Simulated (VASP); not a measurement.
# Ga2SnO (P-4m2) in VASP: relaxation of cell and atoms with PBE

Aim: the relaxation of cell and atoms of Ga2SnO with PBE.

All numbers are computed with VASP 6.6.1; they aren't measurements. Logs are shortened: lines on timing, memory, paths and dates and some standing lists are left out, and cuts for length are marked.

### 1 The crystal as given

The structure is tetragonal, space group P-4m2 (No. 115). The conventional cell has a = 3.690 Å, b = 3.690 Å, c = 5.210 Å, α = 90.00°, β = 90.00°, γ = 90.00°. Ga (site symmetry 2mm) is surrounded by 2 O at 2.12 Å and 2 Sn at 2.42 Å. Sn (site symmetry -4m2) has 4 Ga at 2.42 Å as nearest neighbours. O (site symmetry -4m2) has 4 Ga at 2.12 Å as nearest neighbours.

The cell was built by a generator and needn't be a form met in nature.

### 2 Relaxation of cell and atoms, PBE

INCAR reads:

```
  PREC = Normal
  ENCUT = 520
  EDIFF = 1E-4
  ISMEAR = 0
  SIGMA = 0.15
  LREAL = F
  LASPH = T
  NELM = 60
  ALGO = Fast
  ISIF = 3
  LWAVE = F
  LCHARG = F
  GGA = PE
  IBRION = 2
  NSW = 24
  EDIFFG = -0.08
```

KPOINTS reads:

```
Automatic mesh
0
Gamma
  4 4 3
```

POSCAR reads:

```
Ga2SnO
1.0
    3.6900000000      0.0000000000      0.0000000000
    0.0000000000      3.6900000000      0.0000000000
    0.0000000000      0.0000000000      5.2100000000
Ga Sn O
2 1 1
Direct
    0.5000000000      0.0000000000      0.7000000000
    0.0000000000      0.5000000000      0.3000000000
    0.0000000000      0.0000000000      0.0000000000
    0.5000000000      0.5000000000      0.5000000000
```

Potentials or basis: VASP PAW PBE potentials, release 64 (Ga_d, Sn_d, O).

On the command line:

```
$ cat potpaw_PBE.64/Ga_d/POTCAR potpaw_PBE.64/Sn_d/POTCAR potpaw_PBE.64/O/POTCAR > POTCAR
$ mpirun -np 1 vasp_std > vasp.out
```

OUTCAR:

```text
PREC = Normal
   ENCUT = 520
   EDIFF = 1E-4
   ISMEAR = 0
   LREAL = F
   LASPH = T
   NELM = 60
   ISIF = 3
   GGA = PE
   IBRION = 2
   NSW = 24
   EDIFFG = -0.08

 ion  position               nearest neighbor table
   1  0.500  0.000  0.700-   4 2.12   4 2.12   3 2.42   3 2.42
   2  0.000  0.500  0.300-   4 2.12   4 2.12   3 2.42   3 2.42
   3  0.000  0.000  0.000-   1 2.42   2 2.42   2 2.42   1 2.42
   4  0.500  0.500  0.500-   1 2.12   2 2.12   1 2.12   2 2.12

  LATTYP: Found a simple tetragonal cell.
 ALAT       =     3.6900000000
 C/A-ratio  =     1.4119241192

  Lattice vectors:

 A1 = (   3.6900000000,   0.0000000000,   0.0000000000)
 A2 = (   0.0000000000,   3.6900000000,   0.0000000000)
 A3 = (   0.0000000000,   0.0000000000,   5.2100000000)

Analysis of symmetry for initial positions (statically):
=====================================================================
 Subroutine PRICEL returns:
 Original cell was already a primitive cell.

 Routine SETGRP: Setting up the symmetry group for a
 simple tetragonal supercell.

 Subroutine GETGRP returns: Found  8 space group operations
 (whereof  8 operations were pure point group operations)
 out of a pool of 16 trial point group operations.

The static configuration has the point symmetry D_2d.

Analysis of symmetry for dynamics (positions and initial velocities):
=====================================================================
 Subroutine PRICEL returns:
 Original cell was already a primitive cell.

 Routine SETGRP: Setting up the symmetry group for a
 simple tetragonal supercell.

 Subroutine GETGRP returns: Found  8 space group operations
 (whereof  8 operations were pure point group operations)
 out of a pool of 16 trial point group operations.

The dynamic configuration has the point symmetry D_2d.

 Subroutine INISYM returns: Found  8 space group operations
 (whereof  8 operations are pure point group operations),
 and found     1 'primitive' translations

----------------------------------------------------------------------------------------

                                     Primitive cell

  volume of cell :      70.9399

  direct lattice vectors                    reciprocal lattice vectors
     3.690000000  0.000000000  0.000000000     0.271002710  0.000000000  0.000000000
     0.000000000  3.690000000  0.000000000     0.000000000  0.271002710  0.000000000
     0.000000000  0.000000000  5.210000000     0.000000000  0.000000000  0.191938580

  length of vectors
     3.690000000  3.690000000  5.210000000     0.271002710  0.271002710  0.191938580

[... 60 lines left out ...]
   NGXF,Y,Z  is equivalent  to a cutoff of  21.63, 21.63, 19.15 a.u.
 SYSTEM =  unknown system
   PREC   = normal    normal or accurate (medium, high low for compatibility)
   ISTART =      0    job   : 0-new  1-cont  2-samecut
   ICHARG =      2    charge: 1-file 2-atom 10-const
   ISPIN  =      1    spin polarized calculation?
   LNONCOLLINEAR =      F non collinear calculations
   LSORBIT =      F    spin-orbit coupling
   LASPH  =      T    aspherical Exc in radial PAW
   ENCUT  =  520.0 eV  38.22 Ry    6.18 a.u.   6.86  6.86  9.69*2*pi/ulx,y,z
   NELM   =     60;   NELMIN=  2; NELMDL= -5     # of ELM steps
   EDIFF  = 0.1E-03   stopping-criterion for ELM
   LREAL  =      F    real-space projection
   EDIFFG = -.8E-01   stopping-criterion for IOM
   NSW    =     24    number of steps for IOM
   IBRION =      2    ionic relax: 0-MD 1-quasi-New 2-CG
   NFREE  =      1    steps in history (QN), initial steepest desc. (CG)
   ISIF   =      3    stress and relaxation
   ISYM   =      2    0-nonsym 1-usesym 2-fastsym
   POTIM  = 0.5000    time-step for ionic-motion
   TEBEG  =    0.0;   TEEND  =   0.0 temperature during run
   PSTRESS=    0.0 pullay stress
   NELECT =      46.0000    total number of electrons
   NUPDOWN=      -1.0000    fix difference up-down
   EMIN   =  10.00;   EMAX   =-10.00  energy-range for DOS
   EFERMI =   0.00;   METHOD = LEGACY
   ISMEAR =     0;   SIGMA  =   0.15  broadening in eV -4-tet -1-fermi 0-gaus
   EFERMI_NEDOS =   21; number of points for ismear=-14 and -15
   IALGO  =     68    algorithm
   IMIX   =      4    mixing-type and parameters
     AMIX     =   0.40;   BMIX     =  1.00
     AMIX_MAG =   1.60;   BMIX_MAG =  1.00
  volume/ion in A,a.u.               =      17.73       119.68
  Fermi-wavevector in a.u.,A,eV,Ry     =   1.416981  2.677705 27.318247  2.007835
  Thomas-Fermi vector in A             =   2.538259
   LORBIT       =      0    0 simple, 1 ext, 2 COOP (PROOUT), +10 PAW based schemes
   GGA     = PE    functional components
   LHFCALC =     F    Hartree Fock is set to
   AEXX    =    0.0000 exact exchange contribution
   IVDW    =     0    specifies the selected vdW correction
   LEPSILON=     F    determine dielectric tensor
   LRPA    =     F    only Hartree local field effects (RPA)
 conjugate gradient relaxation of ions
 non-spin polarized calculation
 RMM-DIIS sequential band-by-band and
 Gauss-broadening in eV      SIGMA  =   0.15
  energy-cutoff  :      520.00
  volume of cell :       70.94
 maximum number of plane-waves:      1932
   NGX = 13   NGY = 13   NGZ = 19

--------------------------------------- Ionic step        1  -------------------------------------------

 number of electron      46.0000016 magnetization

 Free energy of the ion-electron system (eV)
  ---------------------------------------------------
  ext. energy  EPLUGINS =         0.00000000
  ---------------------------------------------------
  free energy    TOTEN  =       -15.22252718 eV

  energy without entropy =      -15.18493839  energy(sigma->0) =      -15.20373278

 E-fermi :   7.1228     XC(G=0): -10.6535

 val. band max:        7.0141320824   @ k =   0.0000   0.0000   0.3333
 cond. band min:       7.1531753402   @ k =   0.2500   0.0000   0.3333
 fundamental gap:      0.1390432579
 Fermi energy:         7.1227671088
[... 832 lines left out ...]
  FREE ENERGIE OF THE ION-ELECTRON SYSTEM (eV)
  ---------------------------------------------------
  free  energy   TOTEN  =       -16.3101045602 eV

  energy  without entropy=      -16.2988299446  energy(sigma->0) =      -16.30446725

[... ionic steps 4 to 10 ...]

--------------------------------------- Ionic step       11  -------------------------------------------

 number of electron      46.0000039 magnetization

------------------------ aborting loop because EDIFF is reached ----------------------------------------
[... 71 lines left out ...]
--------------------------------------- Ionic step       13  -------------------------------------------

 number of electron      46.0000059 magnetization

 Free energy of the ion-electron system (eV)
  ---------------------------------------------------
  ext. energy  EPLUGINS =         0.00000000
  ---------------------------------------------------
  free energy    TOTEN  =       -16.47263974 eV

  energy without entropy =      -16.46444979  energy(sigma->0) =      -16.46854476

 E-fermi :   5.2599     XC(G=0):  -9.9789

 val. band max:        4.9869123745   @ k =   0.2500   0.0000   0.3333
 cond. band min:       5.3813303789   @ k =   0.5000   0.2500   0.3333
 fundamental gap:      0.3944180044
 Fermi energy:         5.2599281545
[... 389 lines left out ...]
  FREE ENERGIE OF THE ION-ELECTRON SYSTEM (eV)
  ---------------------------------------------------
  free  energy   TOTEN  =       -16.4726397361 eV

  energy  without entropy=      -16.4644497904  energy(sigma->0) =      -16.46854476

 reached required accuracy - stopping structural energy minimisation
```

OSZICAR:

```text
N       E                     dE             d eps       ncg     rms          rms(c)
DAV:   1     0.409984087043E+03    0.40998E+03   -0.23051E+04   648   0.303E+03
DAV:   2     0.455190643134E+02   -0.36447E+03   -0.35675E+03   683   0.594E+02
DAV:   3    -0.126234936555E+02   -0.58143E+02   -0.56160E+02   710   0.197E+02
[... 95 lines left out ...]
DAV:   1    -0.164811081822E+02   -0.12041E-01   -0.92614E-01   774   0.705E+00    0.693E-01
RMM:   2    -0.164754759594E+02    0.56322E-02   -0.22129E-02   763   0.159E+00    0.406E-01
RMM:   3    -0.164724632773E+02    0.30127E-02   -0.11137E-02   847   0.833E-01    0.564E-02
RMM:   4    -0.164726178560E+02   -0.15458E-03   -0.22140E-03   781   0.364E-01    0.215E-02
RMM:   5    -0.164726397361E+02   -0.21880E-04   -0.27991E-04   452   0.155E-01
  13 F= -.16472640E+02 E0= -.16468545E+02  d E =-.360016E-02
```

CONTCAR:

```text
Ga2SnO
   1.00000000000000
     3.7329921313972538   -0.0000000000000000   -0.0000000000000000
     0.0000000000000000    3.7329921313972538    0.0000000000000000
     0.0000000000000000    0.0000000000000000    5.8780673857645684
  Ga              Sn              O
     2     1     1
Direct
     0.5000000000000000    1.0000000000000000    0.6665274668514952
     0.0000000000000000    0.5000000000000000    0.3334725331485051
     1.0000000000000000    0.0000000000000000    1.0000000000000000
     0.5000000000000000    0.5000000000000000    0.5000000000000000

  0.00000000E+00  0.00000000E+00  0.00000000E+00
  0.00000000E+00  0.00000000E+00  0.00000000E+00
  0.00000000E+00  0.00000000E+00  0.00000000E+00
  0.00000000E+00  0.00000000E+00  0.00000000E+00
```

It took 64 s on 1 thread of Intel Xeon Platinum 8488C (Sapphire Rapids), shared host; peak memory 0.16 GiB.

What came out:

| Property | Result |
| --- | --- |
| Free energy | -16.4726 eV |
| Relaxed volume | 20.48 Å³/atom |
| Relaxed cell | a = 3.733 Å, b = 3.733 Å, c = 5.878 Å, α = 90.00°, β = 90.00°, γ = 90.00° |
| Space group after relaxing (to 0.05 Å) | P-4m2 (No. 115) |
| Energy gained by relaxing | 312.5 meV/atom |
| Ionic steps | 13 |
| Pressure after relaxing | 0.2 GPa |
| Largest force after relaxing | 0.015 eV/Å |
| Band gap on the k mesh | none (metal or under the smearing width) |

Forces in eV/Å, atoms in the order of the input:
```
Ga   0.000  0.000  0.015
Ga   0.000  0.000 -0.015
Sn   0.000  0.000  0.000
O    0.000  0.000  0.000
```

Stress tensor (GPa, compression positive):
```
-0.05  0.00  0.00
 0.00 -0.05  0.00
 0.00  0.00  0.58
```

The path:
```tsv
step	energy change (eV)	largest force (eV/Å)	pressure (GPa)	volume (Å³)
1	0.0000	3.0118	16.33	70.94
2	-1.0405	0.4338	-4.79	91.10
3	-1.0876	0.8193	-2.18	86.96
4	-1.2167	0.1732	-1.89	84.55
5	-1.2433	0.2250	-0.63	82.82
6	-1.2434	0.1331	-0.70	82.90
7	-1.2465	0.0654	0.55	81.81
8	-1.2464	0.1616	-0.57	81.99
9	-1.2465	0.0564	1.20	81.84
10	-1.2465	0.1463	-0.01	81.92
11	-1.2465	0.0878	0.13	81.89
12	-1.2465	0.0923	0.35	81.87
13	-1.2501	0.0152	0.16	81.91
```

Final structure:
```
Ga Sn O
1.0
     3.73299    0.00000    0.00000
     0.00000    3.73299    0.00000
     0.00000    0.00000    5.87807
Ga Sn O
2 1 1
Direct
  0.50000 0.00000 0.66653
  0.00000 0.50000 0.33347
  0.00000 0.00000 0.00000
  0.50000 0.50000 0.50000
```

Caveat: the k mesh is coarse (spacing up to 0.43 Å⁻¹), so the values aren't converged; the volume moved by over 15 % at a fixed basis, so the end points are rough; the relaxation stopped at a loose force limit of 0.08 eV/Å, so its end isn't a converged minimum.
